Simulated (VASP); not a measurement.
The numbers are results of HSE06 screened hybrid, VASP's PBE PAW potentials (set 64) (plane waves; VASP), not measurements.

A VASP calculation is set up with these files.

INCAR:
```
LASPH  =  .TRUE.   ! aspherical one-centre terms
LREAL  =  Auto   ! projection in real space or not
SYSTEM  =  VC36Si35
PREC  =  Normal
ALGO  =  Normal   ! blocked Davidson
ISPIN  =  2   ! spin-polarised
LMAXMIX  =  4
LWAVE  =  .FALSE.
ISYM  =  0
EDIFF  =  1E-5
HFSCREEN  =  0.2
SIGMA  =  0.05
MAGMOM  =  71*0.0 3.0
LHFCALC  =  .TRUE.
ISIF  =  0
ISMEAR  =  0   ! Gaussian
LCHARG  =  .FALSE.
PRECFOCK  =  Fast
NELMIN  =  4
AEXX  =  0.25
NELM  =  50   ! most electronic steps
LORBIT  =  10
ENCUT  =  400   ! plane-wave cut-off (eV)
GGA  =  PE   ! PBE
NELECT  =  296.0
```

**POSCAR**
```
VC36Si35
1
    4.6409808260    -8.0384148411     0.0000000000
    4.6409808260     8.0384148411     0.0000000000
    0.0000000000     0.0000000000    10.1276834096
Si C V
35 36 1
Direct
  0.9998855111   0.9997054229   0.0008976228
  0.9966654695   0.9987123285   0.4982173546
  0.2211939318   0.1092427911   0.7532921904
  0.1086154548   0.2208793098   0.2503631857
  0.9998569711   0.3334823396   0.0008521225
  0.9965711568   0.3309260684   0.4983277186
  0.2212226723   0.4451334848   0.7532431674
  0.1109583985   0.5556899260   0.2500764303
  0.9999059446   0.6666150262   0.0001958434
  0.9998613133   0.6664072900   0.4995264991
  0.2218393604   0.7774838891   0.7508076860
  0.1108755815   0.8882778651   0.2500848005
  0.3330386458   0.9996523118   0.0008127232
  0.3353214553   0.9986606669   0.4981661202
  0.5553128424   0.1106917421   0.7508998905
  0.4456496993   0.2209676553   0.2503208376
  0.3333319166   0.3333307197   0.0010932540
  0.5570205887   0.4450105673   0.7532065103
  0.4456120977   0.5577987975   0.2504419128
  0.3331466015   0.6666815357   0.0007690428
  0.3353272323   0.6695549198   0.4982039911
  0.5554709528   0.7777379610   0.7508565884
  0.4449973247   0.8890714239   0.2493354485
  0.6665935649   0.9998141661   0.9998438978
  0.6665050876   0.9996876102   0.4996489863
  0.8886011138   0.1109111166   0.7509085581
  0.7774769447   0.2214843232   0.2494588559
  0.6668035298   0.3332608027   0.0007694482
  0.6675684335   0.3307750984   0.4983203551
  0.8887706825   0.4443787273   0.7508711820
  0.7782517759   0.5554888711   0.2501485808
  0.6668137010   0.6665183127   0.0008416969
  0.6676784466   0.6696665876   0.4982268833
  0.8887781991   0.7776354708   0.7508879900
  0.7774884752   0.8888292155   0.2494379318
  0.9998153303   0.0000528038   0.8128317319
  0.9995001141   0.9993952301   0.3119354314
  0.2181708214   0.1028797027   0.5618790351
  0.1106978566   0.2220141337   0.0618358976
  0.9998784274   0.3330573111   0.8127405524
  0.9994853882   0.3331396061   0.3119846151
  0.2181291379   0.4480965778   0.5618431195
  0.1110164322   0.5555859146   0.0613652027
  0.9997482270   0.6665046873   0.8124233304
  0.0000954801   0.6665630575   0.3127026921
  0.2222596180   0.7775430531   0.5615530657
  0.1109467036   0.8887004349   0.0614060460
  0.3331778759   0.9999105661   0.8127613259
  0.3333808920   0.9995142102   0.3118221818
  0.5554238578   0.1106363617   0.5616126077
  0.4445615326   0.2219913616   0.0618621054
  0.3330740807   0.3330911112   0.8115221905
  0.3332590255   0.3331496501   0.3140610563
  0.5633248387   0.4481226981   0.5617868220
  0.4445839444   0.5557970353   0.0619875288
  0.3332818830   0.6664645697   0.8126974763
  0.3333706640   0.6671077133   0.3119029542
  0.5554302871   0.7775869852   0.5615349833
  0.4445694511   0.8889282845   0.0608908599
  0.6665131303   0.9997806022   0.8126829533
  0.6666571425   0.9997155886   0.3122547035
  0.8886102249   0.1108185876   0.5615878374
  0.7776510910   0.2218618194   0.0609875180
  0.6662625904   0.3329217987   0.8126531390
  0.6670298649   0.3330544174   0.3119913154
  0.8886236207   0.4439979863   0.5616781700
  0.7777865119   0.5553452561   0.0614195187
  0.6663900170   0.6664952396   0.8127283508
  0.6671369841   0.6668264866   0.3119684242
  0.8886472508   0.7776949579   0.5616256290
  0.7776071606   0.8887419228   0.0610038505
  0.3332274636   0.3330489325   0.5071844713
```

KPOINTS:
```
Regular mesh
0
G
 1 1 1
```

POTCAR, in this order: Si C V_sv (PBE.64 set). Program: vasp_gam. Read from the step before: WAVECAR.

What VASP printed:

### OSZICAR
```
       N       E                     dE             d eps       ncg     rms          rms(c)
DAV:   1    -0.633644275299E+03   -0.63364E+03   -0.11631E+01   748   0.863E+00    0.160E+01
DAV:   2    -0.633626452909E+03    0.17822E-01   -0.13707E+00   853   0.493E+00    0.113E+01
DAV:   3    -0.633572588493E+03    0.53864E-01   -0.65129E-01   861   0.395E+00    0.697E+00
DAV:   4    -0.633551297911E+03    0.21291E-01   -0.13717E-01   832   0.197E+00    0.398E+00
DAV:   5    -0.633552673500E+03   -0.13756E-02   -0.23571E-02   848   0.695E-01    0.234E+00
DAV:   6    -0.633552790998E+03   -0.11750E-03   -0.22421E-03   816   0.131E-01    0.135E+00
DAV:   7    -0.633552564357E+03    0.22664E-03   -0.66498E-04   946   0.866E-02    0.776E-01
DAV:   8    -0.633552468428E+03    0.95930E-04   -0.41123E-04   842   0.961E-02    0.457E-01
DAV:   9    -0.633552442964E+03    0.25464E-04   -0.13556E-04   829   0.550E-02    0.260E-01
DAV:  10    -0.633552438199E+03    0.47646E-05   -0.23296E-05   629   0.222E-02
   1 F= -.63355244E+03 E0= -.63355244E+03  d E =-.812243E-22  mag=    -0.0000
```

OUTCAR:
```
------------------------ aborting loop because EDIFF is reached ----------------------------------------
  volume of cell :      755.65
      direct lattice vectors                 reciprocal lattice vectors
     4.640980826 -8.038414841  0.000000000     0.107735847 -0.062201318  0.000000000
     4.640980826  8.038414841  0.000000000     0.107735847  0.062201318  0.000000000
     0.000000000  0.000000000 10.127683410     0.000000000  0.000000000  0.098739263
  FREE ENERGIE OF THE ION-ELECTRON SYSTEM (eV)
  ---------------------------------------------------
  free  energy   TOTEN  =      -633.5524381991 eV

  energy  without entropy=     -633.5524381991  energy(sigma->0) =     -633.55243820

  exchange ACFDT corr.  =         0.00000000  see jH, gK, PRB 81, 115126

 total charge

# of ion       s       p       d       tot
------------------------------------------
    1        0.703   0.977   0.000   1.680
    2        0.708   0.978   0.000   1.685
    3        0.705   0.972   0.000   1.677
    4        0.706   0.966   0.000   1.672
    5        0.703   0.977   0.000   1.680
    6        0.708   0.978   0.000   1.685
    7        0.705   0.972   0.000   1.677
    8        0.705   0.974   0.000   1.679
    9        0.702   0.977   0.000   1.679
   10        0.703   0.974   0.000   1.678
   11        0.705   0.973   0.000   1.678
   12        0.705   0.974   0.000   1.679
   13        0.703   0.977   0.000   1.680
   14        0.708   0.978   0.000   1.685
   15        0.705   0.974   0.000   1.679
   16        0.706   0.966   0.000   1.672
   17        0.704   0.968   0.000   1.672
   18        0.705   0.971   0.000   1.676
   19        0.706   0.966   0.000   1.672
   20        0.703   0.977   0.000   1.680
   21        0.708   0.978   0.000   1.686
   22        0.705   0.974   0.000   1.679
   23        0.705   0.976   0.000   1.682
   24        0.703   0.979   0.000   1.682
   25        0.703   0.978   0.000   1.681
   26        0.705   0.974   0.000   1.679
   27        0.705   0.976   0.000   1.682
   28        0.703   0.977   0.000   1.680
   29        0.708   0.977   0.000   1.685
   30        0.705   0.973   0.000   1.678
   31        0.705   0.974   0.000   1.679
   32        0.703   0.977   0.000   1.680
   33        0.708   0.978   0.000   1.686
   34        0.705   0.973   0.000   1.678
   35        0.705   0.976   0.000   1.682
   36        0.827   1.723   0.000   2.550
   37        0.827   1.727   0.000   2.553
   38        0.859   1.668   0.000   2.527
   39        0.827   1.719   0.000   2.546
   40        0.827   1.723   0.000   2.550
   41        0.826   1.727   0.000   2.553
   42        0.859   1.668   0.000   2.527
   43        0.827   1.723   0.000   2.549
   44        0.825   1.723   0.000   2.549
   45        0.826   1.725   0.000   2.551
   46        0.835   1.702   0.000   2.537
   47        0.827   1.723   0.000   2.550
   48        0.827   1.723   0.000   2.550
   49        0.827   1.727   0.000   2.553
   50        0.828   1.722   0.000   2.550
   51        0.827   1.719   0.000   2.546
   52        0.827   1.713   0.000   2.539
   53        0.846   1.669   0.000   2.515
   54        0.859   1.667   0.000   2.527
   55        0.827   1.719   0.000   2.546
   56        0.827   1.723   0.000   2.550
   57        0.827   1.727   0.000   2.554
   58        0.828   1.722   0.000   2.550
   59        0.827   1.725   0.000   2.552
   60        0.826   1.725   0.000   2.550
   61        0.826   1.724   0.000   2.549
   62        0.828   1.721   0.000   2.550
   63        0.827   1.724   0.000   2.551
   64        0.827   1.723   0.000   2.550
   65        0.827   1.727   0.000   2.554
   66        0.835   1.702   0.000   2.537
   67        0.827   1.723   0.000   2.549
   68        0.827   1.723   0.000   2.549
   69        0.827   1.727   0.000   2.554
   70        0.835   1.702   0.000   2.537
   71        0.827   1.724   0.000   2.551
   72        2.390   6.286   3.083  11.759
--------------------------------------------------
tot         56.969 102.145   3.083 162.197

 magnetization (x)

# of ion       s       p       d       tot
------------------------------------------
    1        0.000   0.000   0.000   0.000
    2        0.000   0.000   0.000   0.000
    3        0.000  -0.000   0.000  -0.000
    4        0.000   0.000   0.000   0.000
    5        0.000   0.000   0.000   0.000
    6        0.000   0.000   0.000   0.000
    7        0.000  -0.000   0.000  -0.000
    8        0.000  -0.000   0.000  -0.000
    9        0.000  -0.000   0.000   0.000
   10        0.000   0.000   0.000   0.000
   11        0.000   0.000   0.000   0.000
   12        0.000  -0.000   0.000  -0.000
   13        0.000   0.000   0.000   0.000
...
```
(Selected blocks of OUTCAR.)

The cell is charged, with a uniform compensating background. The supercell is sampled at Γ alone, which is coarse: total energies, pressure and levels can be off, energies of defects by several tenths of an eV.

The cell is a supercell with a defect, built from SiC (4h): V_Si, charge +1. The cell's shape comes from a PBE relaxation.
